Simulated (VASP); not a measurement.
```
CELL_PARAMETERS angstrom
      5.13408     0.00000     0.00000
      0.00000     3.63034     0.00000
      0.00000     0.00000    25.87376
ATOMIC_POSITIONS crystal
  Be 0.94248 0.00000 0.65870
  Be 0.51707 0.50000 0.60822
  Be 0.01493 0.00000 0.53414
  Be 0.51493 0.50000 0.46586
  Be 0.01707 0.00000 0.39178
  Be 0.44248 0.50000 0.34130
  Se 0.26567 0.00000 0.60505
  Se 0.74714 0.50000 0.68097
  Se 0.26271 0.00000 0.46402
  Se 0.76271 0.50000 0.53598
  Se 0.24714 0.00000 0.31903
  Se 0.76567 0.50000 0.39495
```

Level of theory: PBEsol GGA, VASP's PBE PAW potentials (set 64) (plane waves; VASP). Settings: PREC = Normal, 400 eV cut-off, 4×6×1 Γ-centred mesh, Gaussian smearing of 0.050 eV, potentials Be Se.

Question: What does the run give for the energy per atom (σ→0)?

Answer: 
```json
{
 "energy per atom (σ→0)": "-4.603 eV/atom"
}
```

The absolute energy has meaning only against runs of the same code, potentials and settings.

The cell is a thin slab with vacuum, built from BeSe (zinc blende): (110) face.
